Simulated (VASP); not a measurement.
Energy against volume of Pb (fcc). Level of theory: PBE GGA with D4 dispersion, VASP's PBE PAW potentials (set 64) (plane waves; VASP). Numerical set-up: 520 eV cut-off, 13×13×13 Γ-centred mesh, first-order Methfessel-Paxton smearing of 0.10 eV, potentials Pb_d.

```tsv
V (Å³/atom)	E (eV/atom)
28.503	-3.96002
29.412	-3.97486
30.322	-3.98039
31.232	-3.97771
```

Question: Fit these four points and predict the energy of the run at 32.141 Å³/atom.

Answer: A cubic in V^(−2/3), the third-order Birch-Murnaghan form, passes through the four points with V0 = 30.46 Å³/atom and B0 = 47 GPa, and gives -3.9678 eV/atom there. The run gave -3.9685 eV/atom, -0.7 meV/atom from the fit; all five points give B0 = 46 GPa.

The compound is Pb in the fcc structure. It was relaxed first.
